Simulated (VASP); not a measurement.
Data:

```
NiSi2
1.0
    0.00000     2.70976     2.70976
    2.70976     0.00000     2.70976
    2.70976     2.70976     0.00000
Si Ni
2 1
Direct
  0.25000   0.25000   0.25000
  0.75000   0.75000   0.75000
  0.00000   0.00000   0.00000
```

The numbers are results of revPBE GGA, VASP's PBE PAW potentials (set 64) (plane waves; VASP 6.6.1), not measurements. Run with 520 eV cut-off, 10×10×10 Γ-centred mesh, first-order Methfessel-Paxton smearing of 0.10 eV, potentials Si Ni.

Problem. Give the stress tensor in GPa (positive for a compressed cell).

Solution. 
```
3.82  0.00  0.00
0.00  3.82  0.00
0.00  0.00  3.82
```
The pressure is its mean diagonal, 3.82 GPa.

The compound is NiSi2 in the fluorite structure. This cell is one point of a volume scan, at 0.97 of the reference volume. The run is not spin-polarised, so no magnetic state was tried.
